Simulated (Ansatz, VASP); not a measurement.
# BePd3C in two plane-wave programs, part 3 of 3

Aim: how closely do two programs agree when they are given the same cell, functional and k mesh? The cell is generated by rule, not measured, and may not be a known phase. The cell is taken from a series of runs on this material, whose earlier steps may have relaxed, scaled, displaced or heated it; both programs get it as it stands.

VASP 6.6.1 and Ansatz 0.2.0.

So far: The starting structure; Ansatz: relaxation of cell and atoms, PBEsol, pair 1; VASP: relaxation of cell and atoms, PBEsol, pair 1; Differences; VASP: relaxation of cell and atoms, PBEsol, pair 2; Ansatz: relaxation of cell and atoms, PBEsol, pair 2.

## (8) VASP: relaxation of cell and atoms, PBEsol, pair 3

Level of this step: PBEsol; plane waves and PAW (Be, Pd, C); invented cell (VASP).

The relaxed volume is the usual yardstick between codes: in a stiff, nearly cubic crystal its relative difference is about their pressure difference at one cell divided by the bulk modulus.

File INCAR:

```
SYSTEM = BePd3C
PREC = Accurate
ENCUT = 600
EDIFF = 1E-07
NELM = 120
ISMEAR = 1
SIGMA = 0.2
LREAL = .FALSE.
ALGO = Normal
GGA = PS
NBANDS = 24
LASPH = .TRUE.
LORBIT = 11
LWAVE = .FALSE.
LCHARG = .FALSE.
ISIF = 3
IBRION = 2
NSW = 80
EDIFFG = -0.005
GGA_COMPAT = .FALSE.
NELMIN = 4
KPAR = 2
```

File POSCAR:

```
BePd3C
1.0
    4.0102560000      0.0000000000      0.0000000000
    0.0000000000      4.0102560000      0.0000000000
    0.0000000000      0.0000000000      4.0996790000
Be Pd C
1 3 1
Direct
    0.0000000000      0.0000000000      0.1199703684
    0.0000000000      0.5000000000      0.4787869977
    0.5000000000      0.0000000000      0.4787869977
    0.5000000000      0.5000000000      0.0081228311
    0.5000000000      0.5000000000      0.5300117399
```

File KPOINTS:

```
Automatic mesh
0
Gamma
10 10 10
0 0 0
```

PAW data sets: Be, Pd and C (PBE family, release 64).

Run with:

```bash
$ mpirun -np 2 vasp_std
```

Numbers of over 12 decimals in the logs are rounded to 6 here.

Output:

```text
[... set-up lines as in an earlier step ...]
 entering main loop
       N       E                     dE             d eps       ncg     rms          rms(c)
DAV:   1     0.230173218785E+03    0.23017E+03   -0.19465E+04  6048   0.160E+03
DAV:   2    -0.235439709792E+02   -0.25372E+03   -0.24102E+03  6744   0.332E+02
DAV:   3    -0.332125513484E+02   -0.96686E+01   -0.94435E+01  7568   0.692E+01
DAV:   4    -0.333595770119E+02   -0.14703E+00   -0.14696E+00  6672   0.946E+00
[...]
DAV:  13    -0.304421551041E+02    0.67889E-05   -0.14302E-05  7312   0.328E-02    0.660E-03
DAV:  14    -0.304421555651E+02   -0.46092E-06   -0.16377E-06  6512   0.974E-03    0.124E-03
DAV:  15    -0.304421555303E+02    0.34757E-07   -0.55517E-08  3976   0.191E-03
   1 F= -.30442156E+02 E0= -.30440974E+02  d E =-.304422E+02
[... from here on, the cycles between the ionic steps are left out ...]
   2 F= -.30442182E+02 E0= -.30440973E+02  d E =-.261349E-04
   3 F= -.30442183E+02 E0= -.30440978E+02  d E =-.270339E-04
   4 F= -.30442193E+02 E0= -.30440986E+02  d E =-.107683E-04
   5 F= -.30442213E+02 E0= -.30440995E+02  d E =-.300918E-04
   6 F= -.30442192E+02 E0= -.30440956E+02  d E =-.986611E-05
   7 F= -.30442215E+02 E0= -.30440991E+02  d E =-.322986E-04
   8 F= -.30442222E+02 E0= -.30440990E+02  d E =-.716641E-05
   9 F= -.30442239E+02 E0= -.30440981E+02  d E =-.240779E-04
  10 F= -.30442251E+02 E0= -.30440943E+02  d E =-.358613E-04
  11 F= -.30442259E+02 E0= -.30440936E+02  d E =-.811747E-05
  12 F= -.30442265E+02 E0= -.30440909E+02  d E =-.146328E-04
[...]
reached required accuracy - stopping structural energy minimisation
```

From OUTCAR (step 8):

```text
  Total       -0.0007806     -0.0007806     -0.0020718      0.0000000     -0.0000000      0.0000000
  in kB       -0.0189883     -0.0189883     -0.0504000      0.0000000     -0.0000000      0.0000000
  external PRESSURE =      -0.0294589 kB  Pullay stress =       0.0000000 kB

 POSITION                                       TOTAL-FORCE (eV/Angst)
 -----------------------------------------------------------------------------------
      4.01139      4.01139      0.48044        -0.000000     -0.000000      0.003227
     -0.00000      2.00570      1.96491        -0.000000     -0.000000      0.001483
      2.00570     -0.00000      1.96491        -0.000000     -0.000000      0.001483
      2.00570      2.00570      0.03616         0.000000      0.000000     -0.001867
      2.00570      2.00570      2.16643         0.000000      0.000000     -0.004326
 -----------------------------------------------------------------------------------
    total drift:                                0.000000     -0.000000      0.000460

  FREE ENERGIE OF THE ION-ELECTRON SYSTEM (eV)
  ---------------------------------------------------
  free  energy   TOTEN  =       -30.4422653570 eV

  energy  without entropy=      -30.4381950721  energy(sigma->0) =      -30.44090860

[... 1 part as in an earlier step ...]

[... 3 further parts left out ...]
[key lines of the parts left out:]
E-fermi :   8.3636
```

## (9) Ansatz: relaxation of cell and atoms, PBEsol, pair 3

The same cell, functional, mesh and smearing now go to Ansatz, which takes its cutoff from its data sets.

The cell is taken from a series of runs on this material, whose earlier steps may have relaxed, scaled, displaced or heated it; both programs get it as it stands.

File input.yaml:

```yaml
crystal:
  lattice:
    - [4.0102563647, 0.0, 0.0]
    - [0.0, 4.0102563647, 0.0]
    - [0.0, 0.0, 4.0996791138]
  atoms:
    - { symbol: Be, position: [0.0, 0.0, 0.1199702569] }
    - { symbol: Pd, position: [0.0, 0.5, 0.478786953] }
    - { symbol: Pd, position: [0.5, 0.0, 0.478786953] }
    - { symbol: Pd, position: [0.5, 0.5, 0.0081228607] }
    - { symbol: C, position: [0.5, 0.5, 0.5300118231] }
kpoints:
  mp_grid: { grid: [10, 10, 10] }
hamiltonian:
  xc: pbesol
scf:
  occupations: { method: methfessel_paxton, width: 0.2 }
output:
  forces: true
  stress: true
  eigenvalues: true
relax:
  adjacent_minimum: "off"
  f_tol: 0.001
  max_steps: 60
  cell: { stress_tol: 0.01 }
```

Run with:

```bash
$ ansatz run input.yaml --threads 4 --pin off --max-ram 14336MiB --backend cpu --events-out ev --progress --plain --runs-dir out
```

Output:

```text
[...]
Crystal: 5 atoms, lattice volume = 65.932 Å³
Basis set: ecut = 420 eV, 1317 PW (Γ), exchange–correlation on 54×54×60 points (8 copies of the dense FFT grid, shifted against one another)
Bands: 36, of which v1, the nominal top of the filled ones, is band 30 counted from 1 (29 counted from 0)
Symmetry: 8 space group operations
[...]
k-points: 126 of 1000 (time reversal used)
[...]
cell:  # Å, volume = 65.9513 Å³
    - [4.006542, 0, 1.3678426598344416e-18]
    - [0, 4.006542, 0]
    - [1.398343515603996e-18, 0, 4.108504]
  atoms:
    - { symbol: Be, position: [0, 0, 0.119886] }
    - { symbol: Pd, position: [-2.1858044439764853e-19, 0.5, 0.477686] }
    - { symbol: Pd, position: [0.5, 0, 0.477686] }
    - { symbol: Pd, position: [0.5, 0.5, 0.00838324] }
    - { symbol: C, position: [0.5, 0.5, 0.532037] }
[key lines of the parts left out:]
SCF converged after 6 iterations
Free energy (F): -21055.890642 eV
Fermi energy:    15.502839 eV
P = ⅓ Tr σ = -0.0002 GPa (-0.002 kbar)
```

## (10) Differences

What differs besides the data sets and the points named for the pairs above, as far as they apply: the data sets hold 60 valence electrons in Ansatz (on its default PAW (the set named soft_2) files) and 36 in VASP. Total energies have different zeros and are not compared.

Both answers:

| quantity | Ansatz | VASP | difference |
| --- | --- | --- | --- |
| volume (Å³) | 65.95 | 65.86 | +0.14 % |
| edge a after relaxation, in the typed setting (Å) | 4.006 | 4.011 | -0.12 % |
| edge c after relaxation, in the typed setting (Å) | 4.109 | 4.093 | +0.38 % |

## (11) Results

```yaml
difference_in_volume_relaxation_of_cell_and_atoms_pbesol_pair_1: 0.018 %
difference_in_volume_relaxation_of_cell_and_atoms_pbesol_pair_2: -0.012 %
difference_in_edge_c_after_relaxation_in_the_typed_setting_relaxation_of_cell_and_atoms_pbesol_pair_3: 0.38 %
```

The difference in edge c after relaxation, in the typed setting is 0.38 % (relaxation of cell and atoms, PBEsol, pair 3), within the 1.2 % picked in this series as the mark of a large difference, as far as the stopping tolerances let one tell. The data sets hold unlike numbers of valence electrons (60 in Ansatz and 36 in VASP), so part of the differences comes from the potentials. 1 further run of this series is not shown here. How closely two codes agree says nothing of how well the functional describes the real material.

[Lines on the potential files, build, host, timing and source positions are cut from VASP's logs without a mark.]

[Logs are printed without paths, hosts, clocks, repeated set-up lines and the standing remarks that a program may print on its own settings, such as how far it seeks lower states.]

[Hosts, paths, dates, database ids (printed as entryN), source tags and the programs' standing remarks are cut or masked in the printed files.]
